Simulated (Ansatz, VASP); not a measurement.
# CaCu3: VASP beside Ansatz, part 2 of 2

Aim: how closely do two programs agree when they are given the same cell, functional and k mesh? The cell is generated by rule, not measured, and may not be a known phase. The cell is taken from a series of runs on this material, whose earlier steps may have relaxed, scaled, displaced or heated it; both programs get it as it stands.

VASP 6.6.1 and Ansatz 0.2.0.

So far: The structure; VASP: relaxation of cell and atoms, LDA, pair 1.

The structure was built from a prototype and need not be the compound's stable phase.

**3. Ansatz: relaxation of cell and atoms, LDA, pair 1**

Level of this step: Ansatz beside VASP: Kohn-Sham DFT, plane waves, LDA (Ansatz).

Ansatz runs on its default PAW (the set named soft_2) files.

The same cell, functional (in two slightly different forms), mesh and smearing now go to Ansatz, which takes its cutoff from its data sets.

input.yaml

```yaml
crystal:
  lattice:
    - [3.9107714151, 0.0, 0.0]
    - [0.0, 3.9107714151, 0.0]
    - [0.0, 0.0, 3.9107714151]
  atoms:
    - { symbol: Ca, position: [0.0, 0.0, 0.0] }
    - { symbol: Cu, position: [0.0, 0.5, 0.5] }
    - { symbol: Cu, position: [0.5, 0.0, 0.5] }
    - { symbol: Cu, position: [0.5, 0.5, 0.0] }
kpoints:
  mp_grid: { grid: [12, 12, 12] }
hamiltonian:
  xc: lda
scf:
  occupations: { method: methfessel_paxton, width: 0.2 }
output:
  forces: true
  stress: true
  eigenvalues: true
relax:
  adjacent_minimum: "off"
  f_tol: 0.001
  max_steps: 60
  cell: { stress_tol: 0.01 }
```

Run with:

```bash
$ ansatz run input.yaml --threads 8 --pin off --max-ram 14336MiB --backend cpu --events-out ev --progress --plain --runs-dir out
```

Numbers of over 12 decimals in the logs are rounded to 6 here.

Output:

```text
Engine: ansatz 0.2.0, aarch64-unknown-linux-gnu
Pseudopotentials: kind: paw
Pseudopotential: Ca, paw, valence charge 10, recommended cutoff 420 eV (normal), Ca.paw.azcp
Pseudopotential: Cu, paw, valence charge 19, recommended cutoff 420 eV (normal), Cu.paw.azcp
Functional definition: SPW92
  exchange = slater_x
  correlation = pw_c
Crystal: 4 atoms, lattice volume = 59.812 Å³
Basis set: ecut = 420 eV, 1189 PW (Γ)
Bands: 41, of which v1, the nominal top of the filled ones, is band 34 counted from 1 (33 counted from 0)
Symmetry: 48 space group operations
Space group: Pm-3m (ITA 221), of the structure as read, at distance tolerance 3.9e-5 Å
k-points: 84 of 1728
Non-local potential: Ca, projectors of the file, l = 0: 3, l = 1: 2, l = 2: 2
Non-local potential: Cu, projectors of the file, l = 0: 3, l = 1: 2, l = 2: 3, l = 3: 1
PAW form: soft (Blöchl's): semilocal exchange-correlation on the pseudo side does not see the compensation charge
PAW frozen core: Ca, regenerated for the run's functional, and the local potential with it (the file was generated under x = pbe(κ = 0.804, μ = 0.219515), c = pbe(β = 0.066725))
PAW frozen core: Cu, regenerated for the run's functional, and the local potential with it (the file was generated under x = pbe(κ = 0.804, μ = 0.219515), c = pbe(β = 0.066725))
PAW one-centre angular grid: Ca, 110 points (default); XC on 64 Gauss nodes
PAW one-centre angular grid: Cu, 590 points (default); XC on 64 Gauss nodes
Initial density: superposition of atomic densities (neutral atoms: chi_scale 0, normalization atom), corrected by the library's trained network
Initial wavefunctions: pseudopotential atomic-orbital guess
Functional: x = slater, c = lda
SCF iter   1: F=—  HF=-21438.934435 eV  |F-HF|=—  |Δ(HF+E_count)|=         —  Δρ=1.66e-2  dr2=7.47e-2  ethr=1.77e-3  ⟨swp⟩=7.8  Hψ=14656  notcnv=0
preconditioner: auto → Kerker (q_TF=auto, 2.780 Å⁻¹)  [metal: Δε(μ)=0.019 eV  Ē_g=9.679 eV  σ=0.200 eV  W_gap=0.08  n_scr=18 (ndim 8)  ℏωp=30.7 eV  f_vac=0.000  D(μ)=1.75/eV (n_scr^D=18)]
SCF iter   2: F=—  HF=-21438.913887 eV  |F-HF|=—  |Δ(HF+E_count)|=   2.05e-2  S|Δr|=    0.00e0  Δρ=3.60e-3  dr2=3.59e-3  ethr=1.12e-4  ⟨swp⟩=2.0  Hψ=5462  notcnv=0  defer=1
SCF iter   3: F=—  HF=-21438.913286 eV  |F-HF|=—  |Δ(HF+E_count)|=   6.02e-4  S|Δr|=    0.00e0  Δρ=2.13e-3  dr2=1.34e-3  ethr=5.36e-6  ⟨swp⟩=1.7  Hψ=3404  notcnv=0  defer=1
SCF iter   4: F=—  HF=-21438.912779 eV  |F-HF|=—  |Δ(HF+E_count)|=   5.07e-4  S|Δr|=    0.00e0  Δρ=2.33e-4  dr2=3.15e-5  ethr=2.01e-6  ⟨swp⟩=2.0  Hψ=4812  notcnv=0  defer=1
SCF iter   5: F=—  HF=-21438.912799 eV  |F-HF|=—  |Δ(HF+E_count)|=   2.07e-5  S|Δr|=    0.00e0  Δρ=1.15e-4  dr2=1.32e-5  ethr=4.70e-8  ⟨swp⟩=2.0  Hψ=4806  notcnv=0  defer=1
SCF iter   6: F=—  HF=-21438.912795 eV  |F-HF|=—  |Δ(HF+E_count)|=   4.60e-6  S|Δr|=    0.00e0  Δρ=2.40e-5  dr2=6.82e-7  ethr=1.97e-8  ⟨swp⟩=2.1  Hψ=4867  notcnv=0  defer=1
SCF iter   7: F=-21438.912794 eV  HF=-21438.912794 eV  |F-HF|=2.40e-8  |Δ(HF+E_count)|=   1.97e-7  S|Δr|=    0.00e0  Δρ=1.14e-5  dr2=4.85e-8  ethr=1.49e-10  ⟨swp⟩=8.0  Hψ=15030  notcnv=0
SCF 1 converged in 7 iterations: F = -21438.912794 eV  dr2 = 4.85e-8
  greatest PAW one-centre occupation: 1.000 electrons in one spin orbital (limit 2), on the Cu atom at site 1 (counted from 0), in its partial waves of l = 0
relax step   1: F+E_penalty+E_count = -21438.91279446 eV  Δ(F+E_penalty+E_count) = +0.000e0 eV  max|allowed force component| = 7.064e-29 eV/Å  Δτ_max = 0.0000 Å  P = -0.008 GPa  Ω = 59.812 Å³  (7 SCF iters, dr2 threshold 1.00e-7 eV, accepted)
Initial density: handed on by an earlier stage of this run
Initial wavefunctions: pseudopotential atomic-orbital guess (no wavefunctions were taken with the density)
iter 1 solved again at ethr=7.85e-6 eV; its pass at ethr=3.10e-3 eV (dr2=5.26e-3 eV) is discarded
SCF iter   1: F=—  HF=-21438.912790 eV  |F-HF|=—  |Δ(HF+E_count)|=         —  Δρ=1.06e-5  dr2=4.23e-8  ethr=7.85e-6  ⟨swp⟩=2.0  Hψ=20061  notcnv=0
eigensolver tolerance schedule: the retry pair's looser diagonalisation over-reported the residual by 124298.62 of it (diagonalisation noise at an unbounded share of the residual, at the tolerance the schedule requests for it); recorded, not acted on — ethr = c·dr2/N_el stays at c = 1.0e-1
preconditioner: auto → Kerker (q_TF=auto, 2.780 Å⁻¹)  [metal: Δε(μ)=0.007 eV  Ē_g=9.731 eV  σ=0.200 eV  W_gap=0.03  n_scr=18 (ndim 8)  ℏωp=30.7 eV  f_vac=0.000  D(μ)=1.74/eV (n_scr^D=18)]
SCF iter   2: F=—  HF=-21438.912794 eV  |F-HF|=—  |Δ(HF+E_count)|=   4.01e-6  S|Δr|=    0.00e0  Δρ=5.41e-6  dr2=1.29e-8  ethr=6.31e-11  ⟨swp⟩=3.1  Hψ=9097  notcnv=0
SCF iter   3: F=—  HF=-21438.912794 eV  |F-HF|=—  |Δ(HF+E_count)|=  1.46e-11  S|Δr|=    0.00e0  Δρ=2.66e-6  dr2=3.46e-9  ethr=1.92e-11  ⟨swp⟩=1.0  Hψ=3444  notcnv=0
SCF iter   4: F=—  HF=-21438.912794 eV  |F-HF|=—  |Δ(HF+E_count)|=  4.87e-10  S|Δr|=    0.00e0  Δρ=1.10e-6  dr2=8.43e-10  ethr=5.17e-12  ⟨swp⟩=2.0  Hψ=4812  notcnv=0
SCF iter   5: F=—  HF=-21438.912794 eV  |F-HF|=—  |Δ(HF+E_count)|=  1.71e-10  S|Δr|=    0.00e0  Δρ=3.04e-7  dr2=1.02e-10  ethr=1.26e-12  ⟨swp⟩=2.2  Hψ=4576  notcnv=0
SCF iter   6: F=—  HF=-21438.912794 eV  |F-HF|=—  |Δ(HF+E_count)|=  3.27e-11  S|Δr|=    0.00e0  Δρ=1.12e-7  dr2=5.15e-12  ethr=1.00e-12  ⟨swp⟩=1.1  Hψ=3458  notcnv=0
SCF iter   7: F=-21438.912794 eV  HF=-21438.912794 eV  |F-HF|=0.00e0  |Δ(HF+E_count)|=    0.00e0  S|Δr|=    0.00e0  Δρ=3.33e-8  dr2=8.33e-13  ethr=1.00e-12  ⟨swp⟩=4.8  Hψ=12893  notcnv=0
SCF 2 converged in 7 iterations: F = -21438.912794 eV  dr2 = 8.33e-13
relax step   2: F+E_penalty+E_count = -21438.91279448 eV  Δ(F+E_penalty+E_count) = -1.947e-8 eV  max|allowed force component| = 3.616e-29 eV/Å  Δτ_max = 0.0000 Å  P = -0.008 GPa  Ω = 59.812 Å³  stress off target by 8.17e-3 GPa  SCF on the basis re-selected at this cell (its energy is not comparable with the rows above)  (7 SCF iters)
basis re-selected at this cell: Δ(F+E_penalty+E_count) = -1.947e-8 eV, ΔP = +0.000 GPa vs the last step (what re-selecting the basis moved, of the pressure what is left beyond the Pulay correction that the steps carried, after the strain that the cell walked since its last selection, with what the two solves' SCF thresholds leave and, on support functions, any second-order correction that the steps lacked; it is no m [...]
SCF converged after 7 iterations
Stability not checked: this state was not tested for a lower state beside it, because cold or Methfessel-Paxton smearing, or corrected tetrahedra, fill the levels in a way that the test cannot read (fill_not_monotonic; see scf.lower_state_search)
Free energy (F): -21438.912794 eV
Harris-Foulkes:  -21438.912794 eV  (|F-HF|=0.00e0)
Internal energy: -21438.914077 eV  (E = F + TS)
E sigma→0 (E₀):  -21438.913115 eV
Entropy (-TS):   0.001282 eV (0.321 meV/atom)
Fermi energy:    13.398445 eV
Step filling:    the computed levels leave a gap of 0.0263 eV = 0.1 smearing widths at the electron count; against every level under it full and every level over it empty, smearing changes F+E_penalty+E_count by +0.788 meV and its σ→0 estimate by +0.467 meV
--- Per-component energies (eV) ---
  E_band       = -1348.581735
  E_kinetic    = 1184.970666
  E_local      = -14459.808458  (includes V_loc(G=0)·N_el)
  E_nonlocal   = 1250.944319
  E_hartree    = 6309.385363
  E_xc         = -402.784734
  E_vxc        = -517.016929  (∫ρ·V_xc dr)
  E_paw        = -5598.342899  (= ΣΔE_a)
  E_vpaw       = -1426.442866  (= ΣTr[D̂ρ^β])
  E_aug_tail   = 0.000832  (compensation charges beyond the density's cutoff)
  E_ewald      = -9724.911314
  E_core_change = 1.632146  (= ΣΔE_core)
  E_smearing   = 0.001282  (= −TS)
  E_closure    = -0.000000  (closes the sum)
  Σ components = -21438.912794   (vs F -21438.912794, Δ=0.00e0)
--- Forces (eV/Å), atoms counted from 1 ---
  atom   1  Ca     0.00000000    -0.00000000     0.00000000
  atom   2  Cu     0.00000000    -0.00000000     0.00000000
  atom   3  Cu     0.00000000    -0.00000000     0.00000000
  atom   4  Cu     0.00000000    -0.00000000    -0.00000000
  max |Σ_I F_I| component: 2.18e-28 eV/Å
--- Stress (GPa, compression-positive) ---
       -0.008174      -0.000000       0.000000
        0.000000      -0.008174       0.000000
        0.000000      -0.000000      -0.008174
  P = ⅓ Tr σ = -0.0082 GPa (-0.082 kbar)
--- Band table (eV; the first three rows and the last of 84) ---
  k-point 0: bands = [... 30 lower, 11.2781, 11.2781, 15.1574, 15.1574, 15.2525, 15.2525, 15.2525, 18.5838, ... 3 higher]
  k-point 1: bands = [... 30 lower, 11.2244, 11.2782, 14.2316, 15.1621, 15.2628, 15.2628, 16.0162, 18.5761, ... 3 higher]
  k-point 2: bands = [... 30 lower, 11.0787, 11.2783, 13.1799, 15.1761, 15.2690, 15.2690, 16.6610, 18.5682, ... 3 higher]
  k-point 83: bands = [... 30 lower, 11.1308, 12.2854, 13.6107, 13.6107, 13.6107, 13.7234, 13.7234, 13.7234, ... 3 higher]
--- Relaxed structure (1 steps of the walk, 1 accepted, 1 SCFs on fresh bases) ---
  F+E_penalty+E_count = -21438.91279448 eV   max|allowed force component| = 3.616e-29 eV/Å   (the final SCF, on the basis selected at the relaxed cell)
  cell:  # Å, volume = 59.8119 Å³
    - [3.9107714151, 0.0, 0.0]
    - [0.0, 3.9107714151, 0.0]
    - [0.0, 0.0, 3.9107714151]
  atoms:
    - { symbol: Ca, position: [0.0, 0.0, 0.0] }
    - { symbol: Cu, position: [0.0, 0.5, 0.5] }
    - { symbol: Cu, position: [0.5, 0.0, 0.5] }
    - { symbol: Cu, position: [0.5, 0.5, 0.0] }
```

In the SCF lines HF is the Harris–Foulkes energy and dr2 the Hartree energy of the density residual, in eV; the loop may stop once dr2 is under the threshold and the program's other checks hold. Hψ counts applications of the Hamiltonian.

**4. Side by side**

Known differences besides the potentials themselves: the two LDA forms differ slightly; the data sets hold 67 valence electrons in Ansatz (on its default PAW (the set named soft_2) files) and 43 in VASP; the cutoff is 420 eV in Ansatz and 600 eV in VASP; VASP's log shows a relativistic correction to its local exchange, Ansatz's none; Ansatz adds a Pulay correction to the stress that steers its cell, VASP none. Total energies have different zeros and are not compared.

Both answers:

```
                                         quantity  Ansatz   VASP  difference
                                      volume (Å³)   59.81  60.32     -0.84 %
edge a after relaxation, in the typed setting (Å)   3.911  3.922     -0.28 %
```

**5. Ansatz: relaxation of cell and atoms, LDA, pair 2**

The relaxed volume is the usual yardstick between codes: in a stiff, nearly cubic crystal its relative difference is about their pressure difference at one cell divided by the bulk modulus.

The cell is taken from a series of runs on this material, whose earlier steps may have relaxed, scaled, displaced or heated it; both programs get it as it stands.

input.yaml

```yaml
crystal:
  lattice:
    - [3.9120676297, 0.0, 0.0]
    - [0.0, 3.9120676297, 0.0]
    - [0.0, 0.0, 3.9120676297]
  atoms:
    - { symbol: Ca, position: [0.0, 0.0, 0.0] }
    - { symbol: Cu, position: [0.0, 0.5, 0.5] }
    - { symbol: Cu, position: [0.5, 0.0, 0.5] }
    - { symbol: Cu, position: [0.5, 0.5, 0.0] }
kpoints:
  mp_grid: { grid: [12, 12, 12] }
hamiltonian:
  xc: lda
scf:
  occupations: { method: gaussian, width: 0.1 }
output:
  forces: true
  stress: true
  eigenvalues: true
  write_density: true
  write_potential: true
  elf: true
  volumetric_format: npy
relax:
  adjacent_minimum: "off"
  f_tol: 0.005
  max_steps: 80
  cell: { stress_tol: 0.05 }
```

Output:

```text
[...]
Crystal: 4 atoms, lattice volume = 59.871 Å³
Basis set: ecut = 420 eV, 1189 PW (Γ)
Bands: 41, of which v1, the nominal top of the filled ones, is band 34 counted from 1 (33 counted from 0)
Symmetry: 48 space group operations
[...]
k-points: 84 of 1728
[...]
--- Relaxed structure (2 steps of the walk, 2 accepted, 1 SCFs on fresh bases) ---
[...]
cell:  # Å, volume = 59.8119 Å³
    - [3.910771, 0, 0]
    - [0, 3.910771, 0.0]
    - [0, 0.0, 3.910771]
  atoms:
    - { symbol: Ca, position: [0, 0, 0] }
    - { symbol: Cu, position: [0, 0.5, 0.5] }
    - { symbol: Cu, position: [0.5, 0, 0.5] }
    - { symbol: Cu, position: [0.5, 0.5, 0] }
[key lines of the parts left out:]
SCF converged after 6 iterations
Free energy (F): -21438.917653 eV
Fermi energy:    13.399713 eV
P = ⅓ Tr σ = -0.0112 GPa (-0.112 kbar)
```

**6. VASP: relaxation of cell and atoms, LDA, pair 2**

The same cell, functional (in two slightly different forms), mesh and smearing now go to VASP, with its own data sets.

INCAR

```
SYSTEM = CaCu3
PREC = Accurate
ENCUT = 600
EDIFF = 1E-07
NELM = 120
ISMEAR = 0
SIGMA = 0.1
LREAL = .FALSE.
ALGO = Normal
GGA = CA
NBANDS = 27
LASPH = .TRUE.
LORBIT = 11
LWAVE = .FALSE.
LCHARG = .FALSE.
ISIF = 3
IBRION = 2
NSW = 80
EDIFFG = -0.005
GGA_COMPAT = .FALSE.
NELMIN = 4
KPAR = 2
```

POSCAR

```
CaCu3
1.0
    3.9120680000      0.0000000000      0.0000000000
    0.0000000000      3.9120680000      0.0000000000
    0.0000000000      0.0000000000      3.9120680000
Ca Cu
1 3
Direct
    0.0000000000      0.0000000000      0.0000000000
    0.0000000000      0.5000000000      0.5000000000
    0.5000000000      0.0000000000      0.5000000000
    0.5000000000      0.5000000000      0.0000000000
```

KPOINTS

```
Automatic mesh
0
Gamma
12 12 12
0 0 0
```

PAW data sets: Ca_sv and Cu (LDA family, release 64).

Run with:

```bash
$ mpirun -np 2 vasp_std
```

Output:

```text
[... set-up lines as in an earlier step ...]
 entering main loop
       N       E                     dE             d eps       ncg     rms          rms(c)
DAV:   1     0.388414715919E+03    0.38841E+03   -0.21624E+04  4560   0.273E+03
DAV:   2     0.865648670278E+01   -0.37976E+03   -0.37192E+03  4539   0.462E+02
DAV:   3    -0.188887603720E+02   -0.27545E+02   -0.26225E+02  5662   0.169E+02
DAV:   4    -0.208490942963E+02   -0.19603E+01   -0.19311E+01  8113   0.389E+01
[...]
DAV:  13    -0.154834196489E+02    0.21127E-04   -0.12237E-04  8034   0.812E-02    0.340E-03
DAV:  14    -0.154834201118E+02   -0.46297E-06   -0.61505E-06  6663   0.200E-02    0.770E-04
DAV:  15    -0.154834201240E+02   -0.12184E-07   -0.18343E-07  4277   0.361E-03
   1 F= -.15483420E+02 E0= -.15479194E+02  d E =-.154834E+02
[...]
N       E                     dE             d eps       ncg     rms          rms(c)
DAV:   1    -0.155571557326E+02   -0.73736E-01   -0.12228E+00  4917   0.200E+01    0.221E+00
[...]
DAV:   9    -0.154842775353E+02    0.20758E-07   -0.12384E-07  3367   0.428E-03
   2 F= -.15484278E+02 E0= -.15480041E+02  d E =-.857411E-03
 trial-energy change:   -0.000857  1 .order   -0.000914   -0.002305    0.000477
 step:   0.8097(harm=  0.8284)  dis= 0.00000  next Energy=   -15.484323 (dE=-0.903E-03)
[...]
N       E                     dE             d eps       ncg     rms          rms(c)
DAV:   1    -0.154870066671E+02   -0.27291E-02   -0.44070E-02  4914   0.376E+00    0.432E-01
DAV:   2    -0.154864746092E+02    0.53206E-03   -0.39009E-02  5483   0.359E+00    0.303E-01
DAV:   3    -0.154844107112E+02    0.20639E-02   -0.10600E-02  5638   0.193E+00    0.752E-02
DAV:   4    -0.154843275385E+02    0.83173E-04   -0.56373E-04  6801   0.182E-01    0.306E-02
DAV:   5    -0.154843185789E+02    0.89595E-05   -0.70118E-05  6732   0.853E-02    0.197E-02
DAV:   6    -0.154843183943E+02    0.18463E-06   -0.84117E-06  7434   0.249E-02    0.765E-03
DAV:   7    -0.154843175502E+02    0.84409E-06   -0.47442E-06  7063   0.365E-02    0.155E-03
DAV:   8    -0.154843175603E+02   -0.10045E-07   -0.23709E-07  4245   0.474E-03
   3 F= -.15484318E+02 E0= -.15480083E+02  d E =-.897436E-03
[...]
reached required accuracy - stopping structural energy minimisation
```

OUTCAR, selected parts (step 6):

```text
  Total        0.0095816      0.0095816      0.0095816      0.0000000      0.0000000      0.0000000
  in kB        0.2545193      0.2545193      0.2545193      0.0000000      0.0000000      0.0000000
  external PRESSURE =       0.2545193 kB  Pullay stress =       0.0000000 kB

 POSITION                                       TOTAL-FORCE (eV/Angst)
 -----------------------------------------------------------------------------------
      0.00000      0.00000      0.00000         0.000000      0.000000      0.000000
      0.00000      1.96086      1.96086        -0.000000      0.000000      0.000000
      1.96086     -0.00000      1.96086         0.000000      0.000000      0.000000
      1.96086      1.96086      0.00000         0.000000      0.000000      0.000000
 -----------------------------------------------------------------------------------
    total drift:                                0.000000     -0.000000     -0.000000

  FREE ENERGIE OF THE ION-ELECTRON SYSTEM (eV)
  ---------------------------------------------------
  free  energy   TOTEN  =       -15.4843175603 eV

  energy  without entropy=      -15.4758493999  energy(sigma->0) =      -15.48008348

[... 2 parts as in an earlier step ...]

[... 2 further parts left out ...]
[key lines of the parts left out:]
E-fermi :   5.9192
```

**7. Comparison**

What differs besides the data sets and the points named for the pairs above, as far as they apply: the data sets hold 67 valence electrons in Ansatz (on its default PAW (the set named soft_2) files) and 43 in VASP. Total energies have different zeros and are not compared.

The two programs side by side:

```
                                         quantity  Ansatz   VASP  difference
                                      volume (Å³)   59.81  60.32     -0.83 %
edge a after relaxation, in the typed setting (Å)   3.911  3.922     -0.28 %
```

**8. What came out**

```json
{
  "difference in volume (relaxation of cell and atoms, LDA, pair 1)": "-0.84 %",
  "difference in volume (relaxation of cell and atoms, LDA, pair 2)": "-0.83 %"
}
```

What this shows: The difference in volume is -0.84 % (relaxation of cell and atoms, LDA, pair 1), within the 1.2 % picked in this series as the mark of a large difference, as far as the stopping tolerances let one tell. The data sets hold unlike numbers of valence electrons (67 in Ansatz and 43 in VASP), so part of the differences comes from the potentials. 1 further run of this series is not shown here. How closely two codes agree says nothing of how well the functional describes the real material.

[Lines on the potential files, build, host, timing and source positions are cut from VASP's logs without a mark.]

[Logs are printed without paths, hosts, clocks, repeated set-up lines and the standing remarks that a program may print on its own settings, such as how far it seeks lower states.]

[Hosts, paths, dates, database ids (printed as entryN), source tags and the programs' standing remarks are cut or masked in the printed files.]
